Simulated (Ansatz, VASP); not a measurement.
# Cross-check of PRuO between VASP and Ansatz

One calculation is typed for both programs; each brings its own data sets and cutoff. How far apart do they land? The cell is invented: As first built, before any earlier steps moved the atoms (in the runner's words): it takes the NbNO structure with some of its atoms replaced by other elements, volume scaled by an estimate. It may not be a known or stable phase. The cell is taken from a series of VASP runs on this material, whose earlier steps may have relaxed, scaled or displaced it; both programs get it as it stands.

Program: Ansatz 0.2.0. Level of theory: plane waves, with VASP 6.6.1 beside it; relaxation of cell and atoms at PBE. Results are calculated unless marked as measured.

### Step 1. Starting point

It takes space group I4_1md (No. 109, tetragonal). Conventional cell: a = 3.678 Å, b = 3.678 Å, c = 15.097 Å, α = 90.00°, β = 90.00°, γ = 90.00°. Nearest to Ru lie 2 O at 1.84 Å and 3 P at 2.29 to 2.40 Å. Nearest to P lie 3 Ru at 2.29 to 2.40 Å. Nearest to O lie 2 Ru at 1.84 Å. As first built, before any earlier steps moved the atoms (in the runner's words): sites of the NbNO structure (space group 109) filled with other elements, volume scaled by an estimate. Farther neighbours and most contacts between anions are not listed.

As a file:

```cif
data_structure
_symmetry_space_group_name_H-M 'I4_1md'
_symmetry_Int_Tables_number 109
_cell_length_a 3.6778
_cell_length_b 3.6778
_cell_length_c 15.0972
_cell_angle_alpha 90.000
_cell_angle_beta 90.000
_cell_angle_gamma 90.000
_cell_volume 204.20
loop_
_atom_site_label
_atom_site_type_symbol
_atom_site_symmetry_multiplicity
_atom_site_Wyckoff_symbol
_atom_site_fract_x
_atom_site_fract_y
_atom_site_fract_z
_atom_site_occupancy
Ru1 Ru 4 a 0.00000 0.00000 0.02767 1
P1 P 4 a 0.50000 0.00000 0.93686 1
O1 O 4 a 0.00000 0.00000 0.78547 1
```

### Step 2. VASP: relaxation of cell and atoms, PBE

The relaxed volume is the usual yardstick between codes: its relative difference is about their pressure difference at one cell divided by the bulk modulus.

Lines of VASP's logs that name or quote its potential files are left out, and so is its time.

INCAR reads:

```
SYSTEM = PRuO
PREC = Accurate
ENCUT = 520
EDIFF = 1E-06
NELM = 120
ISMEAR = 0
SIGMA = 0.05
LREAL = .FALSE.
ALGO = Normal
GGA = PE
NBANDS = 25
LORBIT = 11
LWAVE = .FALSE.
LCHARG = .FALSE.
KPAR = 4
IBRION = 1
NSW = 40
ISIF = 3
EDIFFG = -0.02
POTIM = 0.3
```

POSCAR reads:

```
PRuO
1.0
   -1.8388784948      1.8388784948      7.5485750621
    1.8388784948     -1.8388784948      7.5485750621
    1.8388784948      1.8388784948     -7.5485750621
Ru P O
2 2 2
Direct
    0.2776659269      0.2776659269      0.0000000000
    0.0276659269      0.5276659269      0.5000000000
    0.1868596270      0.6868596270      0.5000000000
    0.4368596270      0.4368596270      0.0000000000
    0.0354704461      0.0354704461      0.0000000000
    0.7854704461      0.2854704461      0.5000000000
```

KPOINTS reads:

```
Automatic mesh
0
Gamma
6 6 6
0 0 0
```

Potentials, in the order of the species: Ru, P and O (PBE family, release 64).

Command:

```bash
$ mpirun -np 4 vasp_std
```

Numbers of over 12 decimals in the logs are rounded to 6 here.

Output:

```text
[banner, memory and clock lines left out]
running    4 mpi-ranks, on    1 nodes
 distrk:  each k-point on    1 cores,    4 groups
 distr:  one band on    1 cores,    1 groups

 POSCAR found type information on POSCAR RuP O
 POSCAR found :  3 types and       6 ions
 LDA part: xc-table for (Slater+PW92), standard interpolation
 POSCAR, INCAR and KPOINTS ok, starting setup
 FFT: planning ... GRIDC
 FFT: planning ... GRID_SOFT
 FFT: planning ... GRID
 WAVECAR not read
 entering main loop
       N       E                     dE             d eps       ncg     rms          rms(c)
DAV:   1     0.230150998598E+03    0.23015E+03   -0.17711E+04  1500   0.137E+03
DAV:   2    -0.255083452993E+02   -0.25566E+03   -0.24671E+03  1773   0.287E+02
DAV:   3    -0.465425078380E+02   -0.21034E+02   -0.20676E+02  1835   0.854E+01
DAV:   4    -0.469892272955E+02   -0.44672E+00   -0.44575E+00  1720   0.130E+01
DAV:   5    -0.469979584963E+02   -0.87312E-02   -0.87247E-02  1908   0.177E+00    0.399E+01
DAV:   6    -0.448106769122E+02    0.21873E+01   -0.49535E+01  1622   0.555E+01    0.173E+01
DAV:   7    -0.420037435212E+02    0.28069E+01   -0.36690E+01  1686   0.495E+01    0.150E+01
DAV:   8    -0.411497255607E+02    0.85402E+00   -0.39046E+00  1579   0.152E+01    0.247E+00
DAV:   9    -0.410956448827E+02    0.54081E-01   -0.66175E-01  1623   0.446E+00    0.950E-01
DAV:  10    -0.410927619446E+02    0.28829E-02   -0.40762E-02  1837   0.116E+00    0.546E-01
DAV:  11    -0.410933796590E+02   -0.61771E-03   -0.47951E-03  1812   0.412E-01    0.185E-01
DAV:  12    -0.410933138390E+02    0.65820E-04   -0.54956E-04  1776   0.133E-01    0.561E-02
DAV:  13    -0.410933396459E+02   -0.25807E-04   -0.13739E-04  1756   0.769E-02    0.168E-02
DAV:  14    -0.410933503583E+02   -0.10712E-04   -0.14843E-05  1707   0.268E-02    0.729E-03
DAV:  15    -0.410933531042E+02   -0.27459E-05   -0.35036E-06  1635   0.119E-02    0.431E-03
DAV:  16    -0.410933530013E+02    0.10287E-06   -0.33531E-07   844   0.463E-03
   1 F= -.41093353E+02 E0= -.41090172E+02  d E =-.410934E+02
[...]
2 F= -.41118330E+02 E0= -.41115494E+02  d E =-.249769E-01
[...]
3 F= -.41132745E+02 E0= -.41130471E+02  d E =-.144151E-01
[...]
4 F= -.41138424E+02 E0= -.41136471E+02  d E =-.567924E-02
[...]
5 F= -.41138600E+02 E0= -.41136674E+02  d E =-.175364E-03
 BRION: g(F)=  0.622E-04 g(S)=  0.120E-05 retain N=  1 mean eig= 2.58
 eig:   2.582
 bond charge predicted
       N       E                     dE             d eps       ncg     rms          rms(c)
DAV:   1    -0.411386402350E+02   -0.40438E-04   -0.80607E-03  1500   0.612E-01    0.193E-02
DAV:   2    -0.411386567730E+02   -0.16538E-04   -0.21787E-04  1739   0.923E-02    0.107E-02
DAV:   3    -0.411386553562E+02    0.14169E-05   -0.93579E-06  1743   0.208E-02    0.726E-03
DAV:   4    -0.411386547573E+02    0.59885E-06   -0.13420E-06   783   0.980E-03
   6 F= -.41138655E+02 E0= -.41136738E+02  d E =-.551095E-04
 BRION: g(F)=  0.255E-04 g(S)=  0.478E-06 retain N=  1 mean eig= 0.28
 eig:   0.285
 reached required accuracy - stopping structural energy minimisation
```

From OUTCAR (step 2):

```text
ion  position               nearest neighbor table
   1  0.278  0.278  0.000-   6 1.84   6 1.84   3 2.29   3 2.29   4 2.40
   2  0.028  0.528  0.500-   5 1.84   5 1.84   4 2.29   4 2.29   3 2.40
   3  0.187  0.687  0.500-   1 2.29   1 2.29   2 2.40
   4  0.437  0.437  0.000-   2 2.29   2 2.29   1 2.40
   5  0.035  0.035  0.000-   2 1.84   2 1.84
   6  0.785  0.285  0.500-   1 1.84   1 1.84

  LATTYP: Found a body centered tetragonal cell.
 ALAT       =     3.6777569896
 C/A-ratio  =     4.1049884935

 Subroutine GETGRP returns: Found  8 space group operations
 (whereof  4 operations were pure point group operations)

The static configuration has the point symmetry C_2v.
 The point group associated with its full space group is C_4v.

 Found     30 irreducible k-points:

   k-points           NKPTS =     30   k-points in BZ     NKDIM =     30   number of bands    NBANDS=     25

   dimension x,y,z NGX =    60 NGY =   60 NGZ =   60
   dimension x,y,z NGXF=   120 NGYF=  120 NGZF=  120

   ENCUT  =  520.0 eV  38.22 Ry    6.18 a.u.  14.84 14.84 14.84*2*pi/ulx,y,z

   NELECT =      38.0000    total number of electrons

 k-points in reciprocal lattice and weights: Automatic mesh
   0.00000000  0.00000000  0.00000000       0.005
   0.16666667 -0.00000000  0.00000000       0.037
   0.33333333 -0.00000000  0.00000000       0.037
   0.50000000  0.00000000  0.00000000       0.019
   0.16666667  0.16666667  0.00000000       0.037
   0.33333333  0.16666667  0.00000000       0.074
   0.50000000  0.16666667  0.00000000       0.074
  -0.33333333  0.16666667  0.00000000       0.074
  -0.16666667  0.16666667  0.00000000       0.019
[...]
-0.33333333 -0.33333333  0.33333333       0.009
   0.50000000  0.50000000  0.50000000       0.005

 average (electrostatic) potential at core
       1 -64.3069       2 -64.3069       3 -83.9368       4 -83.9368       5 -71.8840
       6 -71.8840

 E-fermi :   5.1191

 k-point     1 :       0.0000    0.0000    0.0000
  band No.  band energies     occupation
    ...
     15       2.4631      2.00000
     16       2.4631      2.00000
     17       2.5443      2.00000
     18       2.8158      2.00000
     19       2.8592      2.00000
     20       5.8935      0.00000
     21       6.3385      0.00000
     22       6.3385      0.00000
     23       7.1290      0.00000
     24       7.6118      0.00000
    ...

 k-point     2 :       0.1667   -0.0000    0.0000
  band No.  band energies     occupation
    ...
     15       2.3425      2.00000
     16       2.6292      2.00000
     17       2.8543      2.00000
     18       3.4525      2.00000
     19       3.9074      2.00000
     20       5.1901      0.04460
     21       6.1685      0.00000
     22       6.3896      0.00000
     23       6.7706      0.00000
     24       7.6637      0.00000
    ...

 k-point     3 :       0.3333   -0.0000    0.0000
  band No.  band energies     occupation
    ...
     15       2.1149      2.00000
     16       2.8903      2.00000
     17       2.9452      2.00000
     18       3.6696      2.00000
     19       5.0610      1.89970
     20       5.3916      0.00000
     21       5.5519      0.00000
     22       6.3410      0.00000
     23       6.4461      0.00000
     24       7.5423      0.00000
    ...

  Total       -0.0048702     -0.0048702      0.0071818      0.0000000      0.0000000      0.0000000
  in kB       -0.0750194     -0.0750194      0.1106263      0.0000000      0.0000000      0.0000000
  external PRESSURE =      -0.0131375 kB  Pullay stress =       0.0000000 kB

  energy-cutoff  :      520.00
  volume of cell :      104.01
      direct lattice vectors                 reciprocal lattice vectors
    -1.825139563  1.825139563  7.806062692     0.000000000  0.273951653  0.064052778
     1.825139563 -1.825139563  7.806062692     0.273951653  0.000000000  0.064052778
     1.825139563  1.825139563 -7.806062692     0.273951653  0.273951653  0.000000000

 POSITION                                       TOTAL-FORCE (eV/Angst)
 -----------------------------------------------------------------------------------
     -0.00000     -0.00000      4.33050         0.000000      0.000000     -0.004818
      1.82514      0.00000      0.42747        -0.000000     -0.000000     -0.004818
      1.82514     -0.00000      2.91037        -0.000000     -0.000000     -0.011821
      0.00000      0.00000      6.81341         0.000000      0.000000     -0.011821
      0.00000      0.00000      0.56512        -0.000000     -0.000000      0.016640
     -0.00000      1.82514      4.46815        -0.000000     -0.000000      0.016640
 -----------------------------------------------------------------------------------
    total drift:                               -0.000001     -0.000001     -0.001207

  FREE ENERGIE OF THE ION-ELECTRON SYSTEM (eV)
  ---------------------------------------------------
  free  energy   TOTEN  =       -41.1386547573 eV

  energy  without entropy=      -41.1348202983  energy(sigma->0) =      -41.13673753

 reached required accuracy - stopping structural energy minimisation

 total charge
# of ion       s       p       d       tot
------------------------------------------
    1        0.662   0.928   6.738   8.329
    2        0.662   0.928   6.738   8.329
    3        1.086   1.332   0.000   2.419
    4        1.086   1.332   0.000   2.419
    5        1.579   3.405   0.000   4.984
    6        1.579   3.405   0.000   4.984
--------------------------------------------------
tot          6.655  11.332  13.477  31.463

[... 3 further parts left out ...]
```

CONTCAR:

```
PRuO
   1.00000000000000
    -1.8251395631934726    1.8251395631934726    7.8060626921546215
     1.8251395631934726   -1.8251395631934726    7.8060626921546215
     1.8251395631934726    1.8251395631934726   -7.8060626921546215
  Ru              P               O
     2     2     2
Direct
     0.2773807022351837    0.2773807022351837   -0.0000000000000000
     0.0273807022351838    0.5273807022351837    0.5000000000000000
     0.1864175631056241    0.6864175631056242    0.5000000000000000
     0.4364175631056241    0.4364175631056241    0.0000000000000000
     0.0361977346591880    0.0361977346591880    0.0000000000000000
     0.7861977346591881    0.2861977346591880    0.5000000000000000
```

This run has no spin polarisation, so a moment on Ru, if there is one, isn't seen. LASPH is off, so gradient terms of the non-spherical density inside the spheres are left out; for open d or f shells this can shift gaps and moments. The run keeps the 8 symmetry operations of its start, so it cannot find a distortion of lower symmetry.

[end of part 1 of 2]

[Lines on the potential files, build, host, timing and source positions are cut from VASP's logs without a mark.]

[Logs are printed without paths, hosts, clocks, repeated set-up lines and the standing remarks that a program may print on its own settings, such as how far it seeks lower states.]

[Hosts, paths, dates, database ids (printed as entryN), source tags and the programs' standing remarks are cut or masked in the printed files.]
